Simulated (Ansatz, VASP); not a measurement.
## Two plane-wave programs on Na2AgMoF6

File INCAR:

```
SYSTEM = Na2AgMoF6
PREC = Accurate
ENCUT = 520
EDIFF = 1E-7
ISMEAR = 1
SIGMA = 0.05
LREAL = .FALSE.
LASPH = .TRUE.
NELM = 60
ALGO = Normal
ISIF = 2
LWAVE = .FALSE.
LCHARG = .FALSE.
NBANDS = 52
```

The input KPOINTS:

```
regular mesh
0
G
  5 5 5
  0 0 0
```

The input POSCAR:

```
Na2AgMoF6
1.0
    0.0000000000      4.4316760000      4.4316760000
    4.4316760000      0.0000000000      4.4316760000
    4.4316760000      4.4316760000      0.0000000000
Na Ag Mo F
2 1 1 6
Direct
    0.2500000000      0.2500000000      0.2500000000
    0.7500000000      0.7500000000      0.7500000000
    0.5000000000      0.5000000000      0.5000000000
    0.0000000000      0.0000000000      0.0000000000
    0.2327610000      0.2327610000      0.7672390000
    0.2327610000      0.7672390000      0.7672390000
    0.7672390000      0.7672390000      0.2327610000
    0.2327610000      0.7672390000      0.2327610000
    0.7672390000      0.2327610000      0.7672390000
    0.7672390000      0.2327610000      0.2327610000
```

Input for Ansatz:

```yaml
crystal:
  lattice:
    - [0.0, 4.431676, 4.431676]
    - [4.431676, 0.0, 4.431676]
    - [4.431676, 4.431676, 0.0]
  atoms:
    - { symbol: Na, position: [0.25, 0.25, 0.25] }
    - { symbol: Na, position: [0.75, 0.75, 0.75] }
    - { symbol: Ag, position: [0.5, 0.5, 0.5] }
    - { symbol: Mo, position: [0.0, 0.0, 0.0] }
    - { symbol: F, position: [0.232761, 0.232761, 0.767239] }
    - { symbol: F, position: [0.232761, 0.767239, 0.767239] }
    - { symbol: F, position: [0.767239, 0.767239, 0.232761] }
    - { symbol: F, position: [0.232761, 0.767239, 0.232761] }
    - { symbol: F, position: [0.767239, 0.232761, 0.767239] }
    - { symbol: F, position: [0.767239, 0.232761, 0.232761] }
kpoints:
  mp_grid: { grid: [5, 5, 5] }
hamiltonian:
  xc: lda
scf:
  occupations: { method: cold, width: 0.05 }
  n_extra_bands: 32
  convergence: { dr2_threshold: 1.0e-11 }
basis:
  ecutwfc: "420 eV"
output:
  forces: true
```

The cell comes from a database or a generator and needn't be the stable form of this composition.

Alike in both runs: task single point; functional LDA; k mesh 5 × 5 × 5; no spin polarisation.

```csv
,VASP,Ansatz
version,VASP 6.6.1,Ansatz 0.2.0
potentials or method,"VASP PAW LDA potentials, release 64 (Na_pv, Ag, Mo_sv, F)","plane waves, PAW"
plane-wave cutoff (eV),520,420
occupations,"methfessel-paxton of order 1, width 0.05 eV","cold, width 0.05 eV"
valence electrons in the cell,81,93
```

|  | VASP | Ansatz | Ansatz less VASP |
| --- | --- | --- | --- |
| rms of the force components (eV/Å) | 0.367 | 0.404 | +0.0371 |

Atom by atom the forces differ by 0.037 eV/Å (rms over components). The two sets of potentials don't hold the same shells in valence.

Caveats: an odd number of electrons without spin polarisation forces a metal; a magnetic or distorted state may lie lower.
